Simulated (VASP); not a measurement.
Set up this calculation in VASP 6.6.1, as the native input.

```
Task                   : relaxation of cell and atoms
Functional             : PBE
Potentials or basis    : VASP PAW PBE potentials, release 64 (Ca_sv, Zr_sv, N)
Cutoff                 : 520 eV
k mesh                 : 3 × 3 × 3
Occupations            : gaussian, width 0.15 eV
Spin                   : no spin polarisation
Further INCAR settings : PREC = Normal; ALGO = Fast; EDIFF = 0.0001; IBRION = 2; EDIFFG = -0.08; NSW = 24; ISIF = 3
```

The structure of Ca3ZrN3 lies in POSCAR:

```
Ca3ZrN3
1.0
    3.0436546700      1.7572548400      3.8490826700
   -3.0436546700      1.7572548400      3.8490826700
    0.0000000000     -3.5145096800      3.8490826700
Ca Zr N
3 1 3
Direct
    0.5000000000      0.5000000000      0.0000000000
    0.0000000000      0.5000000000      0.5000000000
    0.5000000000      0.0000000000      0.5000000000
    0.0000000000      0.0000000000      0.0000000000
    0.5000000000      0.5000000000      0.5000000000
    0.7485639200      0.7485639200      0.7485639200
    0.2514360800      0.2514360800      0.2514360800
```

The cell was built by a generator and needn't be a form met in nature.

One way to write it, as run:

INCAR

```
SYSTEM = Ca3ZrN3
PREC = Normal ; ENCUT = 520
EDIFF = 1E-4 ; ISMEAR = 0
SIGMA = 0.15 ; LREAL = .False.
LASPH = .True. ; NELM = 60
ALGO = Fast ; ISIF = 3
LWAVE = .False. ; LCHARG = .False.
GGA = PE ; IBRION = 2
NSW = 24 ; EDIFFG = -0.08
```

KPOINTS

```
regular mesh
0
Gamma
  3 3 3
  0 0 0
```

Potentials or basis: VASP PAW PBE potentials, release 64 (Ca_sv, Zr_sv, N).

Command:

```console
$ cat potpaw_PBE.64/Ca_sv/POTCAR potpaw_PBE.64/Zr_sv/POTCAR potpaw_PBE.64/N/POTCAR > POTCAR
$ mpirun -np 4 vasp_std > vasp.out
```

Results of the run:

```
Relaxed volume                         : 19.75 Å³/atom
Relaxed cell                           : a = 5.184 Å, b = 5.184 Å, c = 5.184 Å, α = 85.70°, β = 85.70°, γ = 85.70°
Space group after relaxing (to 0.05 Å) : R-3m (No. 166)
Energy gained by relaxing              : 1453.7 meV/atom
Ionic steps                            : 13
Pressure after relaxing                : 0.1 GPa
Largest force after relaxing           : 0.017 eV/Å
Band gap on the k mesh                 : none (metal or under the smearing width)
```

Caveat: the k mesh is coarse (spacing up to 0.44 Å⁻¹), so the values aren't converged; the relaxation stopped at a loose force limit of 0.08 eV/Å, so its end isn't a converged minimum.

It took 34 s on 4 MPI ranks on Intel(R) Xeon(R) 6975P-C (Granite Rapids), with other jobs on the host, peak memory 0.13 GiB a rank.
